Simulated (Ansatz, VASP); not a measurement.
# P in two plane-wave programs

One calculation is typed for both programs; each brings its own data sets. How far apart do they land? The cell is taken from a series of runs on this material, whose earlier steps may have relaxed, scaled, displaced or heated it; both programs get it as it stands.

Main program and level: Ansatz 0.2.0; plane waves, with VASP 6.6.1 beside it; zone-centre phonons at PBE with D3(BJ).

## Step 1: Starting point

Symmetry: Cmce, No. 64, orthorhombic system. Conventional cell: a = 3.356 Å, b = 10.299 Å, c = 4.125 Å, α = 90.00°, β = 90.00°, γ = 90.00°. Nearest to P lie 3 P at 2.24 to 2.25 Å.

Structure file:

```xyz
4
Lattice="1.6778 -5.1493 0.0000 1.6778 5.1493 0.0000 0.0000 0.0000 4.1249" Properties=species:S:1:pos:R:3 pbc="T T T"
P     1.6778   -4.0624    0.2924
P     1.6778   -1.0869    2.3549
P     1.6778    4.0624    3.8324
P     1.6778    1.0869    1.7700
```

## Step 2: VASP: zone-centre phonons, PBE with D3(BJ)

Second derivatives magnify differences that forces hide, and they need a tight electronic threshold.

Lines of VASP's logs that name or quote its potential files are left out, and so is its time.

Contents of INCAR:

```
SYSTEM = P
PREC = Accurate
ENCUT = 500
EDIFF = 1E-08
NELM = 120
ISMEAR = 1
SIGMA = 0.2
LREAL = .FALSE.
ALGO = Normal
GGA = PE
IVDW = 12
NBANDS = 16
LORBIT = 11
LWAVE = .FALSE.
LCHARG = .FALSE.
ISIF = 2
IBRION = 6
NFREE = 2
POTIM = 0.015
NSW = 1
LASPH = .TRUE.
GGA_COMPAT = .FALSE.
KPAR = 2
```

Contents of POSCAR:

```
P
1.0
    1.6777907303     -5.1492728004      0.0000000000
    1.6777907303      5.1492728004      0.0000000000
    0.0000000000      0.0000000000      4.1248620417
P
4
Direct
    0.8944624043      0.1055375957      0.0708919620
    0.6055375957      0.3944624043      0.5708919620
    0.1055375957      0.8944624043      0.9291080380
    0.3944624043      0.6055375957      0.4291080380
```

Contents of KPOINTS:

```
Automatic mesh
0
Gamma
16 16 12
0 0 0
```

Potentials, in the order of the species: P (PBE family, release 64).

Launch:

```sh
mpirun -np 2 vasp_std
```

Numbers of over 12 decimals in the logs are rounded to 6 here.

The program printed:

```text
[banner, memory and clock lines left out]
running    2 mpi-ranks, on    1 nodes
 distrk:  each k-point on    1 cores,    2 groups
 distr:  one band on    1 cores,    1 groups

 POSCAR found type information on POSCAR P
 POSCAR found :  1 types and       4 ions
 LDA part: xc-table for (Slater+PW92), standard interpolation
 POSCAR, INCAR and KPOINTS ok, starting setup
 FFT: planning ... GRIDC
 FFT: planning ... GRID_SOFT
 FFT: planning ... GRID
 WAVECAR not read
 entering main loop
       N       E                     dE             d eps       ncg     rms          rms(c)
DAV:   1     0.559014232406E+02    0.55901E+02   -0.82845E+03 16352   0.104E+03
DAV:   2    -0.183841640009E+02   -0.74286E+02   -0.71762E+02 22272   0.159E+02
DAV:   3    -0.214842505340E+02   -0.31001E+01   -0.30834E+01 22272   0.346E+01
DAV:   4    -0.215143536676E+02   -0.30103E-01   -0.30096E-01 20432   0.409E+00
DAV:   5    -0.215148820026E+02   -0.52834E-03   -0.52831E-03 22400   0.500E-01    0.102E+01
DAV:   6    -0.214242097135E+02    0.90672E-01   -0.51433E-02 19480   0.132E+00    0.604E+00
DAV:   7    -0.213857440369E+02    0.38466E-01   -0.88160E-02 21168   0.177E+00    0.271E-01
DAV:   8    -0.213856486122E+02    0.95425E-04   -0.87383E-03 19056   0.598E-01    0.143E-01
DAV:   9    -0.213857017239E+02   -0.53112E-04   -0.47697E-04 22648   0.139E-01    0.693E-02
DAV:  10    -0.213857151701E+02   -0.13446E-04   -0.57427E-05 20600   0.442E-02    0.269E-02
DAV:  11    -0.213857232253E+02   -0.80551E-05   -0.11518E-05 19976   0.255E-02    0.764E-03
DAV:  12    -0.213857237143E+02   -0.48899E-06   -0.62761E-07 21120   0.545E-03    0.288E-03
DAV:  13    -0.213857236798E+02    0.34490E-07   -0.92868E-08 20168   0.212E-03    0.958E-04
DAV:  14    -0.213857236984E+02   -0.18661E-07   -0.97765E-09 12448   0.631E-04    0.326E-04
DAV:  15    -0.213857237068E+02   -0.83919E-08   -0.20407E-09 10056   0.334E-04
   1 F= -.22961552E+02 E0= -.22961972E+02  d E =0.125925E-02
[...]
2 F= -.22960375E+02 E0= -.22960795E+02  d E =0.126203E-02
[...]
3 F= -.22960375E+02 E0= -.22960795E+02  d E =0.126203E-02
[...]
4 F= -.22959924E+02 E0= -.22960354E+02  d E =0.129185E-02
[...]
5 F= -.22961231E+02 E0= -.22961643E+02  d E =0.123564E-02
[...]
6 F= -.22960781E+02 E0= -.22961198E+02  d E =0.124977E-02
 Finite differences progress:
  Degree of freedom:   3/  3
  Displacement:        1/  2
  Total:               5/  6
 bond charge predicted
       N       E                     dE             d eps       ncg     rms          rms(c)
DAV:   1    -0.213821761546E+02    0.27895E-02   -0.35101E-01 27024   0.323E+00    0.342E-01
DAV:   2    -0.213837240149E+02   -0.15479E-02   -0.17680E-02 37776   0.839E-01    0.908E-02
DAV:   3    -0.213836832568E+02    0.40758E-04   -0.28794E-04 31728   0.116E-01    0.540E-02
DAV:   4    -0.213836782613E+02    0.49955E-05   -0.60622E-05 36456   0.467E-02    0.277E-02
DAV:   5    -0.213836788659E+02   -0.60459E-06   -0.62408E-06 33280   0.158E-02    0.135E-02
DAV:   6    -0.213836787563E+02    0.10955E-06   -0.94493E-07 34832   0.579E-03    0.359E-03
DAV:   7    -0.213836788205E+02   -0.64190E-07   -0.20560E-07 35416   0.253E-03    0.741E-04
DAV:   8    -0.213836788359E+02   -0.15388E-07   -0.10277E-08 18096   0.660E-04    0.343E-04
DAV:   9    -0.213836788455E+02   -0.95645E-08   -0.23541E-09 15800   0.319E-04
   7 F= -.22959513E+02 E0= -.22959936E+02  d E =0.127139E-02
 Finite differences progress:
  Degree of freedom:   3/  3
  Displacement:        2/  2
  Total:               6/  6
```

From OUTCAR (step 2):

```text
ion  position               nearest neighbor table
   1  0.894  0.106  0.071-   4 2.24   4 2.24   3 2.25
   2  0.606  0.394  0.571-   3 2.24   3 2.24   4 2.25
   3  0.106  0.894  0.929-   2 2.24   2 2.24   1 2.25
   4  0.394  0.606  0.429-   1 2.24   1 2.24   2 2.25

  LATTYP: Found a base centered orthorhombic cell.
 ALAT       =     3.3555814606
 B/A-ratio  =     3.0690793002
 C/A-ratio  =     1.2292540325

 Subroutine GETGRP returns: Found  8 space group operations
 (whereof  4 operations were pure point group operations)

The static configuration has the point symmetry C_2h.
 The point group associated with its full space group is D_2h.

 Found    511 irreducible k-points:

   k-points           NKPTS =    511   k-points in BZ     NKDIM =    511   number of bands    NBANDS=     16

   dimension x,y,z NGX =    40 NGY =   40 NGZ =   30
   dimension x,y,z NGXF=    80 NGYF=   80 NGZF=   60

   ENCUT  =  500.0 eV  36.75 Ry    6.06 a.u.   9.87  9.87  7.52*2*pi/ulx,y,z

   NELECT =      20.0000    total number of electrons

 k-points in reciprocal lattice and weights: Automatic mesh
   0.00000000  0.00000000  0.00000000       0.000
   0.06250000  0.00000000  0.00000000       0.001
   0.12500000  0.00000000  0.00000000       0.001
   0.18750000  0.00000000  0.00000000       0.001
   0.25000000  0.00000000  0.00000000       0.001
   0.31250000 -0.00000000  0.00000000       0.001
   0.37500000  0.00000000  0.00000000       0.001
   0.43750000  0.00000000  0.00000000       0.001
   0.50000000  0.00000000  0.00000000       0.001
[...]
15      12.4481      0.00000
    ...

 k-point     3 :       0.1250    0.0000    0.0000
  band No.  band energies     occupation
    ...
      6       2.3720      2.00000
      7       2.4784      2.00000
      8       4.5095      2.00000
      9       4.5602      2.00000
     10       6.2114      2.00000
     11       8.6655     -0.00000
     12       9.6094     -0.00000
     13       9.8411     -0.00000
     14      10.3108     -0.00000
     15      11.7333      0.00000
    ...

 k-point     4 :       0.1875    0.0000    0.0000
  band No.  band energies     occupation
    ...
      6       2.0995      2.00000
      7       2.5872      2.00000
      8       4.5100      2.00000
      9       4.6492      2.00000
     10       6.2584      2.00000
     11       8.7780     -0.00000
     12       9.2229     -0.00000
     13      10.3949     -0.00000
     14      10.7297     -0.00000
     15      11.0704     -0.00000
    ...

 k-point     5 :       0.2500    0.0000    0.0000
  band No.  band energies     occupation
    ...
      6       1.9179      2.00000
      7       2.8727      2.00000
      8       4.5411      2.00000
      9       4.7436      2.00000
     10       6.1477      2.00000
     11       8.2904     -0.00000
     12       9.2980     -0.00000
     13       9.6575     -0.00000
     14      10.3494     -0.00000
     15      10.8611     -0.00000
    ...

 Edisp (eV)   -1.57583

  Total      -0.83502    -0.50980    -0.33204     0.00000     0.07914     0.00000
  in kB     -18.77089   -11.46004    -7.46403     0.00000     1.77914     0.00000
  external pressure =      -12.56 kB  Pullay stress =        0.00 kB

  energy-cutoff  :      500.00
  volume of cell :       71.27
      direct lattice vectors                 reciprocal lattice vectors
     1.677790730 -5.149272800  0.000000000     0.298010944 -0.097101090  0.000000000
     1.677790730  5.149272800  0.000000000     0.298010944  0.097101090  0.000000000
     0.000000000  0.000000000  4.124862042     0.000000000  0.000000000  0.242432350

 POSITION                                       TOTAL-FORCE (eV/Angst)
 -----------------------------------------------------------------------------------
      1.67779     -4.06239      0.27742         0.000000     -0.038994      0.227629
      1.67779     -1.08688      2.35485         0.000000      0.032237      0.013619
      1.67779      4.06239      3.83244         0.000000      0.039232     -0.053639
      1.67779      1.08688      1.77001         0.000000     -0.032475     -0.187609
 -----------------------------------------------------------------------------------
    total drift:                                0.000000      0.000006     -0.000011

  FREE ENERGIE OF THE ION-ELECTRON SYSTEM (eV)
  ---------------------------------------------------
  free  energy   TOTEN  =       -22.9595125774 eV

  energy  without entropy=      -22.9607839670  energy(sigma->0) =      -22.95993637

 Eigenvectors and eigenvalues of the dynamical matrix
 ----------------------------------------------------

   1 f  =   13.621622 THz    85.587177 2PiTHz  454.368412 cm-1    56.334478 meV
             X         Y         Z           dx          dy          dz
      1.677791 -4.062389  0.292420    -0.000000    0.000015   -0.500000
      1.677791 -1.086884  2.354851     0.000000    0.000015    0.500000
      1.677791  4.062389  3.832442    -0.000000    0.000015   -0.500000
      1.677791  1.086884  1.770011     0.000000    0.000015    0.500000

   2 f  =   13.167129 THz    82.731510 2PiTHz  439.208137 cm-1    54.454844 meV
             X         Y         Z           dx          dy          dz
      1.677791 -4.062389  0.292420     0.000000   -0.177619   -0.467388
      1.677791 -1.086884  2.354851    -0.000000    0.177619   -0.467388
      1.677791  4.062389  3.832442     0.000000    0.177619    0.467388
      1.677791  1.086884  1.770011    -0.000000   -0.177619    0.467388

   3 f  =   12.306163 THz    77.321900 2PiTHz  410.489399 cm-1    50.894176 meV
             X         Y         Z           dx          dy          dz
      1.677791 -4.062389  0.292420    -0.500000    0.000000   -0.000000
      1.677791 -1.086884  2.354851    -0.500000    0.000000   -0.000000
      1.677791  4.062389  3.832442     0.500000   -0.000000    0.000000
      1.677791  1.086884  1.770011     0.500000   -0.000000    0.000000

   4 f  =   12.190325 THz    76.594068 2PiTHz  406.625456 cm-1    50.415109 meV
             X         Y         Z           dx          dy          dz
      1.677791 -4.062389  0.292420     0.500000    0.000000   -0.000000
      1.677791 -1.086884  2.354851    -0.500000    0.000000    0.000000
      1.677791  4.062389  3.832442     0.500000   -0.000000   -0.000000
      1.677791  1.086884  1.770011    -0.500000   -0.000000   -0.000000

   5 f  =   11.975181 THz    75.242281 2PiTHz  399.449040 cm-1    49.525347 meV
             X         Y         Z           dx          dy          dz
      1.677791 -4.062389  0.292420     0.000000   -0.498764    0.035129
      1.677791 -1.086884  2.354851    -0.000000   -0.498764   -0.035129
      1.677791  4.062389  3.832442     0.000000    0.498764   -0.035129
      1.677791  1.086884  1.770011    -0.000000    0.498764    0.035129

   6 f  =   10.869357 THz    68.294187 2PiTHz  362.562736 cm-1    44.952030 meV
             X         Y         Z           dx          dy          dz
      1.677791 -4.062389  0.292420    -0.000000   -0.467388    0.177619
      1.677791 -1.086884  2.354851    -0.000000    0.467388    0.177619
      1.677791  4.062389  3.832442     0.000000    0.467388   -0.177619
      1.677791  1.086884  1.770011     0.000000   -0.467388   -0.177619

   7 f  =    6.455329 THz    40.560026 2PiTHz  215.326586 cm-1    26.697082 meV
             X         Y         Z           dx          dy          dz
      1.677791 -4.062389  0.292420     0.000000    0.035129    0.498764
      1.677791 -1.086884  2.354851    -0.000000    0.035129   -0.498764
      1.677791  4.062389  3.832442    -0.000000   -0.035129   -0.498764
      1.677791  1.086884  1.770011     0.000000   -0.035129    0.498764

   8 f  =    5.503156 THz    34.577351 2PiTHz  183.565537 cm-1    22.759216 meV
             X         Y         Z           dx          dy          dz
      1.677791 -4.062389  0.292420     0.500000   -0.000000   -0.000000
      1.677791 -1.086884  2.354851    -0.500000    0.000000    0.000000
      1.677791  4.062389  3.832442    -0.500000   -0.000000    0.000000
      1.677791  1.086884  1.770011     0.500000    0.000000   -0.000000

   9 f  =    2.344711 THz    14.732256 2PiTHz   78.211152 cm-1     9.696943 meV
             X         Y         Z           dx          dy          dz
      1.677791 -4.062389  0.292420     0.000000   -0.500000    0.000080
      1.677791 -1.086884  2.354851     0.000000    0.500000    0.000080
      1.677791  4.062389  3.832442     0.000000   -0.500000    0.000080
      1.677791  1.086884  1.770011     0.000000    0.500000    0.000080

  10 f/i=    0.000000 THz     0.000001 2PiTHz    0.000005 cm-1     0.000001 meV
             X         Y         Z           dx          dy          dz
      1.677791 -4.062389  0.292420     0.500000    0.000000   -0.000000
      1.677791 -1.086884  2.354851     0.500000    0.000000   -0.000000
      1.677791  4.062389  3.832442     0.500000    0.000000   -0.000000
      1.677791  1.086884  1.770011     0.500000    0.000000   -0.000000

  11 f/i=    0.000377 THz     0.002369 2PiTHz    0.012575 cm-1     0.001559 meV
             X         Y         Z           dx          dy          dz
      1.677791 -4.062389  0.292420     0.000000    0.000081    0.500000
      1.677791 -1.086884  2.354851     0.000000   -0.000080    0.500000
      1.677791  4.062389  3.832442     0.000000    0.000081    0.500000
      1.677791  1.086884  1.770011     0.000000   -0.000080    0.500000

  12 f/i=    0.000412 THz     0.002592 2PiTHz    0.013758 cm-1     0.001706 meV
             X         Y         Z           dx          dy          dz
      1.677791 -4.062389  0.292420     0.000000   -0.500000   -0.000015
      1.677791 -1.086884  2.354851     0.000000   -0.500000    0.000015
      1.677791  4.062389  3.832442     0.000000   -0.500000   -0.000015
      1.677791  1.086884  1.770011     0.000000   -0.500000    0.000015

 ELASTIC MODULI CONTR FROM IONIC RELAXATION (kBar)
 Direction    XX          YY          ZZ          XY          YZ          ZX
 --------------------------------------------------------------------------------
 XX         -98.0384   -192.2100   -271.5848      0.0000      0.0000      0.0000
 YY        -192.2100  -1308.4199   -231.9829      0.0000     -0.0000     -0.0000
 ZZ        -271.5848   -231.9829   -849.2564      0.0000      0.0000      0.0000
 XY           0.0000      0.0000      0.0000   -416.5186     -0.0000     -0.0000
 YZ           0.0000     -0.0000      0.0000     -0.0000   -468.9318      0.0000
 ZX           0.0000     -0.0000      0.0000     -0.0000      0.0000   -501.8514
 --------------------------------------------------------------------------------

 total charge
# of ion       s       p       d       tot
------------------------------------------
    1        1.087   1.367   0.000   2.454
    2        1.087   1.367   0.000   2.454
    3        1.087   1.367   0.000   2.454
    4        1.087   1.367   0.000   2.454
--------------------------------------------------
tot          4.348   5.467   0.000   9.814

[... 1 further part left out ...]
```

CONTCAR:

```
P
   1.00000000000000
     1.6777907302999999   -5.1492728004000003    0.0000000000000000
     1.6777907302999999    5.1492728004000003    0.0000000000000000
     0.0000000000000000    0.0000000000000000    4.1248620417000001
  P
     4
Direct
     0.8944624043000006    0.1055375956999994    0.0672554767434341
     0.6055375956999995    0.3944624043000005    0.5708919619999975
     0.1055375956999995    0.8944624043000005    0.9291080380000025
     0.3944624043000005    0.6055375956999995    0.4291080380000025
```

Levels, forces or a CONTCAR printed for this step are those of its last displaced cell, not of the structure at rest.

(Continued in part 2 of 2.)

[Lines on the potential files, build, host, timing and source positions are cut from VASP's logs without a mark.]

[Logs are printed without paths, hosts, clocks, repeated set-up lines and the standing remarks that a program may print on its own settings, such as how far it seeks lower states.]

[Hosts, paths, dates, database ids (printed as entryN), source tags and the programs' standing remarks are cut or masked in the printed files.]
